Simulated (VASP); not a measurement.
A run of VASP 6.6.1:

File INCAR:

```
SYSTEM = ZnCd3Se3S
  PREC = Normal
  ENCUT = 520
  EDIFF = 1E-5
  ISMEAR = 0
  SIGMA = 0.05
  LREAL = Auto
  LASPH = .TRUE.
  NELM = 80
  ALGO = Fast
  ISIF = 2
  LWAVE = .FALSE.
  LCHARG = .FALSE.
  GGA = PE
  NBANDS = 46
```

Contents of KPOINTS:

```
regular mesh
0
G
  4 4 2
  0 0 0
```

File POSCAR:

```
ZnCd3Se3S
1.0
    4.2263400000      0.0000000000      0.0000000000
    0.0000000000      4.2512300000      0.0000000000
    0.0000000000      0.0000000000     12.1291700000
Zn Cd Se S
1 3 3 1
Direct
    0.0000000000      0.0000000000      0.9910410000
    0.0000000000      0.0000000000      0.5035930000
    0.5000000000      0.5000000000      0.2358970000
    0.5000000000      0.5000000000      0.7708290000
    0.0000000000      0.5000000000      0.6365920000
    0.5000000000      0.0000000000      0.3690930000
    0.0000000000      0.5000000000      0.1011640000
    0.5000000000      0.0000000000      0.8919170000
```

Potentials or basis: VASP PAW PBE potentials, release 64 (Zn, Cd, Se, S).

Command:

```bash
$ cat potpaw_PBE.64/Zn/POTCAR potpaw_PBE.64/Cd/POTCAR potpaw_PBE.64/Se/POTCAR potpaw_PBE.64/S/POTCAR > POTCAR
$ mpirun -np 1 vasp_std > vasp.out
```

Hardware: 1 thread of Intel(R) Xeon(R) 6975P-C (Granite Rapids), with other jobs on the host.

Task: How long does it take, and how much memory?

Result: Wall time 39 s on 1 thread of Intel(R) Xeon(R) 6975P-C (Granite Rapids), with other jobs on the host, peak memory 0.26 GiB. Counts: scf iterations 14, k points 18.
